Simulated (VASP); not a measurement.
VASP ran on this input.

**POSCAR**
```
KMgF3
1
    3.9852643809     0.0000000000     0.0000000000
    0.0000000000     3.9852643809     0.0000000000
    0.0000000000     0.0000000000     3.9852643809
K Mg F
1 1 3
Direct
  0.0000000000   0.0000000000   0.0000000000
  0.5000000000   0.5000000000   0.5000000000
  0.5000000000   0.0000000000   0.5000000000
  0.0000000000   0.5000000000   0.5000000000
  0.5000000000   0.5000000000   0.0000000000
```

### INCAR
```
SYSTEM = KMgF3
PREC = Accurate; ENCUT = 620; LREAL = .False.
LASPH = .True.
EDIFF = 1E-6; NELM = 100; ALGO = Normal
ISMEAR = 0; SIGMA = 0.05
GGA = PS
IBRION = 2; NSW = 40; ISIF = 3
EDIFFG = -0.02
LWAVE = .False.; LCHARG = .False.
```

**KPOINTS**
```
Automatic mesh
0
Gamma
6 6 6
0 0 0
```

POTCAR, in this order: K_sv Mg F (PBE.64 set). Program: vasp_std.

Question: Write an equivalent input for Ansatz.

Answer: One equivalent input (not run):
Ansatz 0.2 input:
```yaml
crystal:
  lattice:
    - [3.9852644, 0.0000000, 0.0000000]
    - [0.0000000, 3.9852644, 0.0000000]
    - [0.0000000, 0.0000000, 3.9852644]
  atoms:
    - { symbol: K, position: [0.0000000, 0.0000000, 0.0000000] }
    - { symbol: Mg, position: [0.5000000, 0.5000000, 0.5000000] }
    - { symbol: F, position: [0.5000000, 0.0000000, 0.5000000] }
    - { symbol: F, position: [0.0000000, 0.5000000, 0.5000000] }
    - { symbol: F, position: [0.5000000, 0.5000000, 0.0000000] }
kpoints:
  mp_grid: { grid: [6, 6, 6] }
hamiltonian:
  xc: pbesol
  pseudopotentials: { kind: paw }
scf:
  occupations: { method: gaussian, width: 0.05 }
  max_iter: 100
relax:
  max_steps: 40
  f_tol: 0.02
  cell: {}
output: { forces: true, stress: true, eigenvalues: true }
```
What does not carry over: each code has its own PAW files, so the cut-off isn't converted (ENCUT is set for VASP's; basis.ecutwfc is left out, and Ansatz then takes the one that its files recommend); Ansatz stops its SCF on the density residual and VASP on the energy change (EDIFF).

The compound is KMgF3 in the cubic perovskite structure. It was relaxed first.
